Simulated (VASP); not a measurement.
OSZICAR of a VASP run on NSi63:

File OSZICAR:
```
       N       E                     dE             d eps       ncg     rms          rms(c)
DAV:   1    -0.404423909003E+03   -0.40442E+03   -0.12523E+01   322   0.805E+00    0.191E+01
DAV:   2    -0.404667295325E+03   -0.24339E+00   -0.53496E-01   395   0.186E+00    0.121E+01
DAV:   3    -0.404641408861E+03    0.25886E-01   -0.38137E-01   371   0.122E+00    0.758E+00
DAV:   4    -0.404629787441E+03    0.11621E-01   -0.59961E-02   363   0.513E-01    0.448E+00
DAV:   5    -0.404624920601E+03    0.48668E-02   -0.28791E-02   347   0.294E-01    0.259E+00
DAV:   6    -0.404623815712E+03    0.11049E-02   -0.40609E-03   347   0.134E-01    0.149E+00
DAV:   7    -0.404622945788E+03    0.86992E-03   -0.14112E-03   419   0.917E-02    0.847E-01
DAV:   8    -0.404622957396E+03   -0.11608E-04   -0.15953E-03   355   0.632E-02    0.482E-01
DAV:   9    -0.404622875856E+03    0.81540E-04   -0.85420E-05   355   0.255E-02    0.279E-01
DAV:  10    -0.404622871842E+03    0.40142E-05   -0.20749E-04   363   0.230E-02    0.154E-01
DAV:  11    -0.404622874021E+03   -0.21797E-05   -0.14603E-05   235   0.106E-02
   1 F= -.40462287E+03 E0= -.40462287E+03  d E =-.244320E-07
```

Which electronic solver shows in the log?

It is blocked Davidson (ALGO = Normal, or the opening steps of other solvers). The INCAR had ALGO = Normal.

Can the final energy be trusted as converged?

The calculation finished and met its thresholds. It stopped with EDIFF = 1E-5, NELM = 50 (HSE06 screened hybrid, plane waves, VASP's PBE PAW potentials (set 64)).  The cell is charged, with a uniform compensating background. The supercell is sampled at Γ alone, which is coarse: total energies, pressure and levels can be off, energies of defects by several tenths of an eV.

The cell is a supercell with a defect, built from Si (diamond): N_Si, charge +1. The cell's shape comes from a PBE relaxation. The run is not spin-polarised, so no state with unpaired spins was tried.
